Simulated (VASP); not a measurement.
Method: LDA (Ceperley-Alder, Perdew-Zunger), VASP's LDA PAW potentials (set 64) (plane waves; VASP 6.6.1).

VASP ran on this input.

File POSCAR:
```
Ta
1.0
 -1.5681840851   1.5681840851   1.5681840851
  1.5681840851  -1.5681840851   1.5681840851
  1.5681840851   1.5681840851  -1.5681840851
Ta
1
Cart
  0.0000000000   0.0000000000   0.0000000000
```

**KPOINTS**
```
Automatic
0
Gamma
16 16 16
0 0 0
```

**INCAR**
```
SYSTEM = Ta
PREC = Accurate
ENCUT = 500
EDIFF = 1E-6
NELM = 100
ALGO = Normal
LREAL = .FALSE.
LASPH = .TRUE.
ISMEAR = 1
SIGMA = 0.1
LMAXMIX = 6
LWAVE = .FALSE.
LCHARG = .FALSE.
IBRION = 2
ISIF = 3
NSW = 40
EDIFFG = -0.02
PSTRESS = 450
```

POTCAR, in this order: Ta_pv (LDA.64 set). Program: vasp_std.

Energy and stress use the plane-wave basis of the starting cell. Unless said otherwise, spin-orbit coupling is left out, though it shifts the bands of the heavy elements here.

Task: Predict the energy per atom (σ→0), volume per atom, band gap (on the k-mesh).

Result: 
```json
{
  "energy per atom (σ→0)": "-12.517 eV/atom",
  "band gap (on the k-mesh)": "none (metal, semimetal or under 0.01 eV)",
  "volume_per_atom": "14.78 Å³/atom"
}
```

OSZICAR:
```
...
   3 F= -.83648729E+01 E0= -.83647826E+01  d E =-.316311E-01
       N       E                     dE             d eps       ncg     rms          rms(c)
DAV:   1    -0.125180641601E+02    0.14180E-01   -0.27999E-02  2667   0.252E+00    0.307E-01
DAV:   2    -0.125174082049E+02    0.65596E-03   -0.82976E-04  2671   0.391E-01    0.106E-01
DAV:   3    -0.125172450816E+02    0.16312E-03   -0.48613E-04  2700   0.290E-01    0.380E-02
DAV:   4    -0.125172474446E+02   -0.23630E-05   -0.65088E-06  3140   0.276E-02    0.391E-03
DAV:   5    -0.125172474670E+02   -0.22419E-07   -0.39472E-07  1388   0.798E-03
   4 F= -.83651866E+01 E0= -.83651186E+01  d E =-.319448E-01
```

The compound is Ta in the bcc structure. This run relaxes it under an external pressure of 45 GPa. Symmetry was kept, so distortions that lower it aren't found.
